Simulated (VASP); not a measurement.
Consider the following.

```
BC62
1.0
    7.14656     0.00000     0.00000
    0.00000     7.14656     0.00000
    0.00000     0.00000     7.14656
C B
62 1
Cartesian
  3.57370   7.14111   7.14533
  4.45581   0.91094   0.91512
  5.35390   1.79616   0.01570
  6.23893   2.69407   0.91513
  5.35388   0.01154   1.80016
  6.23886   0.91109   2.69796
  0.00018   0.00313   0.00734
  0.88821   0.89678   0.90091
  1.78054   1.78367   7.14247
  2.67997   2.67324   0.89802
  3.58176   3.56821   0.00613
  4.47710   4.46993   0.89823
  5.36629   5.36946   7.14267
  6.25306   6.26199   0.90107
  1.78059   7.13825   1.78792
  2.67988   0.89393   2.67729
  3.49128   1.73128   1.73550
  5.41864   3.65851   1.73577
  6.25597   4.47002   2.67737
  3.58177   0.00188   3.57243
  4.47690   0.89411   4.47404
  5.41860   1.73154   3.66258
  6.25588   2.67314   4.47405
  5.36629   7.13849   5.37360
  6.25304   0.89706   6.26631
  0.00871   3.57610   7.14546
  0.89472   4.46518   0.88934
  1.79419   5.35572   7.14349
  2.68477   6.25505   0.88924
  7.13845   1.79597   1.80004
  0.89540   2.67996   2.68395
  1.78391   3.57493   1.77644
  2.68534   4.46433   2.63495
  3.57497   5.36594   1.77657
  4.47005   6.25440   2.68398
  0.00864   7.14151   3.58022
  0.89465   0.88538   4.46926
  1.78387   1.77237   3.57909
  2.68554   2.63082   4.46841
  4.51917   4.46446   4.46844
  5.37762   5.36609   3.57920
  6.26487   6.25532   4.46945
  1.79417   7.13934   5.35997
  2.68482   0.88510   6.25918
  3.57493   1.77232   5.36997
  4.47000   2.67991   6.25847
  5.37764   3.57502   5.37013
  6.26494   4.46525   6.25927
  0.01147   5.36934   1.78792
  0.89794   6.25200   2.68225
  0.00146   3.56823   3.57252
  0.90413   4.45848   4.46270
  1.79635   5.35364   3.56553
  2.69152   6.24590   4.46256
  0.01147   1.78383   5.37357
  0.89794   2.67819   6.25604
  1.79646   3.56141   5.35785
  2.69170   4.45847   6.25016
  3.58853   5.35352   5.35780
  4.47176   6.25190   6.25600
  0.01073   5.35584   5.36001
  0.89918   6.25075   6.25486
  3.55748   3.59236   3.59649
```
Cell charge -1.

All values below come from HSE06 screened hybrid, VASP's PBE PAW potentials (set 64) (plane waves; VASP). Numerical set-up: PREC = Normal, LREAL = Auto, ISYM = 0, NELECT = 252.0, EDIFF = 1E-5, 400 eV cut-off, 1×1×1 Γ-centred mesh, Gaussian smearing of 0.050 eV, potentials C B. Starting moments (MAGMOM): 63*0.0317. The cell's moment is fixed (NUPDOWN = 2).

The cell is charged, with a uniform compensating background. The supercell is sampled at Γ alone, which is coarse: total energies, pressure and levels can be off, energies of defects by several tenths of an eV.

Predict the cell moment, energy per atom (σ→0), largest force.

| Quantity | Result |
|---|---|
| cell moment | 2.00 μB |
| energy per atom (σ→0) | -10.202 eV/atom |
| largest force | 0.173 eV/Å |

Give the moment on each site (PAW-sphere projection).

```csv
site,moment (μB)
C1,0.02
C2,-0.02
C3,0.01
C4,-0.02
C5,0.01
C6,-0.02
C7,0.00
C8,0.00
C9,0.03
C10,-0.01
C11,0.01
C12,-0.01
C13,0.03
C14,0.00
C15,0.03
C16,-0.01
C17,0.36
C18,0.36
C19,-0.01
C20,0.01
C21,-0.01
C22,0.36
C23,-0.01
C24,0.03
C25,0.00
C26,0.02
C27,0.00
C28,0.00
C29,0.00
C30,0.01
C31,0.00
C32,0.01
C33,0.01
C34,0.01
C35,0.00
C36,0.02
C37,0.00
C38,0.01
C39,0.01
C40,0.01
C41,0.01
C42,0.00
C43,0.00
C44,0.00
C45,0.01
C46,0.00
C47,0.01
C48,0.00
C49,0.03
C50,0.01
C51,0.01
C52,0.00
C53,0.00
C54,0.00
C55,0.03
C56,0.01
C57,0.00
C58,0.00
C59,0.00
C60,0.01
C61,0.00
C62,0.00
B63,-0.04
```

The absolute energy has meaning only against runs of the same code, potentials and settings.

The cell is a supercell with a defect, built from C (diamond): B_C-vac_C, charge -1. The cell's shape comes from a PBE relaxation.
